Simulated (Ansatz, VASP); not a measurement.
Given: the input of a run of Ansatz 0.2.0 on SiF.

File input.yaml:

```yaml
crystal:
  lattice:
    - [3.0286, 0.0, 0.0]
    - [0.0, 3.0286, 0.0]
    - [0.0, 0.0, 3.0286]
  atoms:
    - { symbol: Si, position: [0.5, 0.5, 0.5] }
    - { symbol: F, position: [0.0, 0.0, 0.0] }
hamiltonian:
  xc: pbe
  pseudopotentials: { kind: paw }
  dispersion: d4
kpoints:
  mp_grid: { grid: [9, 9, 9] }
scf:
  occupations: { method: fermi_dirac, width: 0.05 }
output:
  forces: true
  stress: true
  eigenvalues: true
relax:
  f_tol: 0.01
  max_steps: 40
  cell: { stress_tol: 0.05 }
```

Potentials or basis: Ansatz PAW.

Command:

```sh
$ ansatz run input.yaml --threads 2 --pin off --max-ram 5632MiB --backend cpu --events-out ev --progress --plain --runs-dir out
```

Question: Translate it to VASP 6.6.1. Potentials there: VASP PAW PBE potentials, release 64 (Si, F).

Answer: As run (the cutoff follows the program's own potentials):

INCAR

```
SYSTEM = SiF
ALGO     = Normal         ! electronic algorithm
EDIFF    = 1E-6           ! SCF threshold, eV
EDIFFG   = -0.02          ! ionic threshold
ENCUT    = 600            ! plane-wave cutoff, eV
GGA      = PE             ! functional
IBRION   = 2              ! ionic algorithm
ISIF     = 3              ! what is computed and relaxed
ISMEAR   = -1             ! smearing method
IVDW     = 13             ! dispersion correction
LASPH    = .TRUE.         ! aspherical terms in the spheres
LCHARG   = .FALSE.        ! write CHGCAR
LREAL    = .FALSE.        ! projectors in reciprocal space
LWAVE    = .FALSE.        ! write WAVECAR
NELM     = 60             ! most SCF steps
NSW      = 60             ! ionic steps
PREC     = Accurate       ! precision mode
SIGMA    = 0.05           ! smearing width, eV
```

The input KPOINTS:

```
k-points
0
G
  9 9 9
  0 0 0
```

The input POSCAR:

```
SiF
1.0
    3.0286000000      0.0000000000      0.0000000000
    0.0000000000      3.0286000000      0.0000000000
    0.0000000000      0.0000000000      3.0286000000
Si F
1 1
Direct
    0.5000000000      0.5000000000      0.5000000000
    0.0000000000      0.0000000000      0.0000000000
```

Potentials or basis: VASP PAW PBE potentials, release 64 (Si, F).

Launch:

```console
$ cat potpaw_PBE.64/Si/POTCAR potpaw_PBE.64/F/POTCAR > POTCAR
$ mpirun -np 1 vasp_std > vasp.out
```

Both were run:

|  | VASP | Ansatz | Ansatz less VASP |
| --- | --- | --- | --- |
| gap on the k mesh at the Fermi level, each at its own relaxed structure (eV) | none | none | - |
| relaxed volume (Å³/atom) | 13.86 | 13.88 | +0.015 |
| relaxed cell length with the largest relative difference (Å) | 3.027 | 3.028 | +0.0011 |

A gap of «none» marks a metal or a gap that the smearing closes.

Caveats: an odd number of electrons without spin polarisation forces a metal; a magnetic or distorted state may lie lower; pairwise dispersion overbinds metals, which lowers pressure and volume; the plane-wave basis is chosen anew once the cell has moved, so the energies of steps on either side of that aren't comparable (Ansatz); the pressure holds a Pulay correction of +0.5 GPa for the finite cutoff (Ansatz).
